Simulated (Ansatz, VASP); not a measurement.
# P: VASP beside Ansatz, part 2 of 2

Wanted: the spread between two codes on one cell, functional and k mesh. The cell is taken from a series of runs on this material, whose earlier steps may have relaxed, scaled, displaced or heated it; both programs get it as it stands.

VASP 6.6.1 and Ansatz 0.2.0.

So far: The structure; Ansatz: zone-centre phonons, PBE; VASP: zone-centre phonons, PBE.

### 3. VASP: zone-centre phonons, PBE (continued)

Level of this step: PBE; plane waves and PAW (P) (VASP).

Numbers of over 12 decimals in the logs are rounded to 6 here.

Parts of OUTCAR (step 3):

```text
ion  position               nearest neighbor table
   1  0.906  0.094  0.087-   4 2.23   4 2.23   3 2.26
   2  0.594  0.406  0.587-   3 2.23   3 2.23   4 2.26
   3  0.094  0.906  0.913-   2 2.23   2 2.23   1 2.26
   4  0.406  0.594  0.413-   1 2.23   1 2.23   2 2.26

  LATTYP: Found a base centered orthorhombic cell.
 ALAT       =     3.3098486322
 B/A-ratio  =     3.4138854884
 C/A-ratio  =     1.3789777667

 Subroutine GETGRP returns: Found  8 space group operations
 (whereof  4 operations were pure point group operations)

The static configuration has the point symmetry C_2h.
 The point group associated with its full space group is D_2h.

 Found    155 irreducible k-points:

   k-points           NKPTS =    155   k-points in BZ     NKDIM =    155   number of bands    NBANDS=     16

   dimension x,y,z NGX =    48 NGY =   48 NGZ =   36
   dimension x,y,z NGXF=    96 NGYF=   96 NGZF=   72

   ENCUT  =  500.0 eV  36.75 Ry    6.06 a.u.  10.73 10.73  8.32*2*pi/ulx,y,z

   NELECT =      20.0000    total number of electrons

 k-points in reciprocal lattice and weights: Automatic mesh
   0.00000000  0.00000000  0.00000000       0.001
   0.10000000  0.00000000  0.00000000       0.005
   0.20000000  0.00000000  0.00000000       0.005
   0.30000000  0.00000000  0.00000000       0.005
   0.40000000  0.00000000  0.00000000       0.005
   0.50000000  0.00000000  0.00000000       0.003
   0.10000000  0.10000000  0.00000000       0.003
   0.20000000  0.10000000  0.00000000       0.005
   0.30000000  0.10000000  0.00000000       0.005
[...]
-0.40000000  0.40000000  0.50000000       0.003
   0.50000000  0.50000000  0.50000000       0.001

 average (electrostatic) potential at core
       1 -84.1486       2 -84.1486       3 -84.1486       4 -84.1486

  Total       -0.1642551     -0.1662352     -0.1817783      0.0000000      0.0000000      0.0000000
  in kB       -3.0833928     -3.1205639     -3.4123380      0.0000000      0.0000000      0.0000000
  external PRESSURE =      -3.2054316 kB  Pullay stress =       0.0000000 kB

  energy-cutoff  :      500.00
  volume of cell :       85.35
      direct lattice vectors                 reciprocal lattice vectors
     1.654924316 -5.649722107  0.000000000     0.302128620 -0.088499928  0.000000000
     1.654924316  5.649722107  0.000000000     0.302128620  0.088499928  0.000000000
     0.000000000  0.000000000  4.564207675     0.000000000  0.000000000  0.219096078

 POSITION                                       TOTAL-FORCE (eV/Angst)
 -----------------------------------------------------------------------------------
      1.65492     -4.58851      0.39482         0.000000     -0.038717      0.037022
      1.65492     -1.06121      2.67692         0.000000      0.038717      0.037022
      1.65492      4.58851      4.16939         0.000000      0.038717     -0.037022
      1.65492      1.06121      1.88729         0.000000     -0.038717     -0.037022
 -----------------------------------------------------------------------------------
    total drift:                                0.000000     -0.000000      0.000000

 Eigenvectors and eigenvalues of the dynamical matrix
 ----------------------------------------------------

   1 f  =   13.720285 THz    86.207095 2PiTHz  457.659457 cm-1    56.742515 meV
             X         Y         Z           dx          dy          dz
      1.654924 -4.588511  0.394818     0.000000   -0.000237   -0.500000
      1.654924 -1.061211  2.676922    -0.000000   -0.000237    0.500000
      1.654924  4.588511  4.169390     0.000000   -0.000237   -0.500000
      1.654924  1.061211  1.887286     0.000000   -0.000237    0.500000

   2 f  =   13.455782 THz    84.545170 2PiTHz  448.836566 cm-1    55.648617 meV
             X         Y         Z           dx          dy          dz
      1.654924 -4.588511  0.394818    -0.000000    0.169202    0.470500
      1.654924 -1.061211  2.676922    -0.000000   -0.169202    0.470500
      1.654924  4.588511  4.169390     0.000000   -0.169202   -0.470500
      1.654924  1.061211  1.887286     0.000000    0.169202   -0.470500

   3 f  =   12.697719 THz    79.782121 2PiTHz  423.550311 cm-1    52.513522 meV
             X         Y         Z           dx          dy          dz
      1.654924 -4.588511  0.394818     0.000000    0.499266   -0.027082
      1.654924 -1.061211  2.676922     0.000000    0.499266    0.027082
      1.654924  4.588511  4.169390    -0.000000   -0.499266    0.027082
      1.654924  1.061211  1.887286    -0.000000   -0.499266   -0.027082

   4 f  =   12.617409 THz    79.277516 2PiTHz  420.871446 cm-1    52.181385 meV
             X         Y         Z           dx          dy          dz
      1.654924 -4.588511  0.394818     0.500000   -0.000000    0.000000
      1.654924 -1.061211  2.676922     0.500000   -0.000000    0.000000
      1.654924  4.588511  4.169390    -0.500000    0.000000   -0.000000
      1.654924  1.061211  1.887286    -0.500000    0.000000    0.000000

   5 f  =   12.300806 THz    77.288243 2PiTHz  410.310719 cm-1    50.872023 meV
             X         Y         Z           dx          dy          dz
      1.654924 -4.588511  0.394818     0.500000    0.000000    0.000000
      1.654924 -1.061211  2.676922    -0.500000    0.000000    0.000000
      1.654924  4.588511  4.169390     0.500000   -0.000000    0.000000
      1.654924  1.061211  1.887286    -0.500000   -0.000000    0.000000

   6 f  =   10.172489 THz    63.915633 2PiTHz  339.317704 cm-1    42.070015 meV
             X         Y         Z           dx          dy          dz
      1.654924 -4.588511  0.394818     0.000000    0.470500   -0.169202
      1.654924 -1.061211  2.676922    -0.000000   -0.470500   -0.169202
      1.654924  4.588511  4.169390    -0.000000   -0.470500    0.169202
      1.654924  1.061211  1.887286    -0.000000    0.470500    0.169202

   7 f  =    6.700106 THz    42.098009 2PiTHz  223.491488 cm-1    27.709400 meV
             X         Y         Z           dx          dy          dz
      1.654924 -4.588511  0.394818    -0.000000    0.027082    0.499266
      1.654924 -1.061211  2.676922     0.000000    0.027082   -0.499266
      1.654924  4.588511  4.169390     0.000000   -0.027082   -0.499266
      1.654924  1.061211  1.887286    -0.000000   -0.027082    0.499266

   8 f  =    5.624215 THz    35.337984 2PiTHz  187.603615 cm-1    23.259873 meV
             X         Y         Z           dx          dy          dz
      1.654924 -4.588511  0.394818    -0.500000    0.000000   -0.000000
      1.654924 -1.061211  2.676922     0.500000   -0.000000    0.000000
      1.654924  4.588511  4.169390     0.500000    0.000000    0.000000
      1.654924  1.061211  1.887286    -0.500000   -0.000000   -0.000000

   9 f  =    3.856372 THz    24.230299 2PiTHz  128.634717 cm-1    15.948665 meV
             X         Y         Z           dx          dy          dz
      1.654924 -4.588511  0.394818     0.000000   -0.499996    0.002030
      1.654924 -1.061211  2.676922     0.000000    0.499996    0.002030
      1.654924  4.588511  4.169390     0.000000   -0.499996    0.002030
      1.654924  1.061211  1.887286     0.000000    0.499996    0.002030

  10 f  =    0.000000 THz     0.000001 2PiTHz    0.000003 cm-1     0.000000 meV
             X         Y         Z           dx          dy          dz
      1.654924 -4.588511  0.394818     0.500000    0.000000    0.000000
      1.654924 -1.061211  2.676922     0.500000    0.000000    0.000000
      1.654924  4.588511  4.169390     0.500000    0.000000    0.000000
      1.654924  1.061211  1.887286     0.500000    0.000000    0.000000

  11 f/i=    0.006498 THz     0.040828 2PiTHz    0.216749 cm-1     0.026873 meV
             X         Y         Z           dx          dy          dz
      1.654924 -4.588511  0.394818     0.000000   -0.500000    0.000237
      1.654924 -1.061211  2.676922     0.000000   -0.500000   -0.000237
      1.654924  4.588511  4.169390     0.000000   -0.500000    0.000237
      1.654924  1.061211  1.887286     0.000000   -0.500000   -0.000237

  12 f/i=    0.015654 THz     0.098359 2PiTHz    0.522170 cm-1     0.064741 meV
             X         Y         Z           dx          dy          dz
      1.654924 -4.588511  0.394818    -0.000000    0.002030    0.499996
      1.654924 -1.061211  2.676922    -0.000000   -0.002030    0.499996
      1.654924  4.588511  4.169390    -0.000000    0.002030    0.499996
      1.654924  1.061211  1.887286    -0.000000   -0.002030    0.499996

 ELASTIC MODULI CONTR FROM IONIC RELAXATION (kBar)
 Direction    XX          YY          ZZ          XY          YZ          ZX
 --------------------------------------------------------------------------------
 XX         -79.5330   -109.0025   -250.7295      0.0000      0.0000     -0.0000
 YY        -109.0025  -1210.2915   -207.8711      0.0000      0.0000      0.0000
 ZZ        -250.7295   -207.8711   -807.8032      0.0000      0.0000     -0.0000
 XY           0.0000      0.0000      0.0000   -326.1692      0.0000      0.0000
 YZ           0.0000      0.0000      0.0000      0.0000   -453.9983      0.0000
 ZX          -0.0000      0.0000     -0.0000      0.0000      0.0000   -566.8006
 --------------------------------------------------------------------------------
```

### 4. Side by side

Known differences besides the potentials themselves: the cutoff is 420 eV in Ansatz and 500 eV in VASP. Total energies have different zeros and are not compared.

Both answers:

```
             quantity  Ansatz   VASP  difference
optical mode 1 (cm⁻¹)   124.8  128.6     -2.95 %
optical mode 2 (cm⁻¹)   186.5  187.6     -0.59 %
optical mode 3 (cm⁻¹)   222.3  223.5     -0.52 %
optical mode 4 (cm⁻¹)   340.4  339.3     +0.33 %
optical mode 5 (cm⁻¹)   411.8  410.3     +0.37 %
optical mode 6 (cm⁻¹)   420.6  420.9     -0.08 %
optical mode 7 (cm⁻¹)   421.8  423.6     -0.42 %
optical mode 8 (cm⁻¹)   451.1  448.8     +0.49 %
optical mode 9 (cm⁻¹)   457.4  457.7     -0.07 %
```

Modes are paired by rising frequency, not by their patterns, so a pair may set unlike modes beside each other; they are those without the splitting of longitudinal modes.

### 5. What came out

| Item | Value |
| --- | --- |
| r.m.s. difference of the optical zone-centre modes, each program's sorted by frequency (zone-centre phonons, PBE) | 1.8 cm⁻¹ |
| difference in optical mode 1 (zone-centre phonons, PBE) | -2.9 % |

The r.m.s. difference of the optical zone-centre modes, each program's sorted by frequency is 1.8 cm⁻¹ (zone-centre phonons, PBE). Among the rows given in per cent, the largest difference of the zone-centre phonons, PBE pair is in optical mode 1, -2.9 %. How closely two codes agree says nothing of how well the functional describes the real material.

[Lines on the potential files, build, host, timing and source positions are cut from VASP's logs without a mark.]

[Logs are printed without paths, hosts, clocks, repeated set-up lines and the standing remarks that a program may print on its own settings, such as how far it seeks lower states.]

[Hosts, paths, dates, database ids (printed as entryN), source tags and the programs' standing remarks are cut or masked in the printed files.]
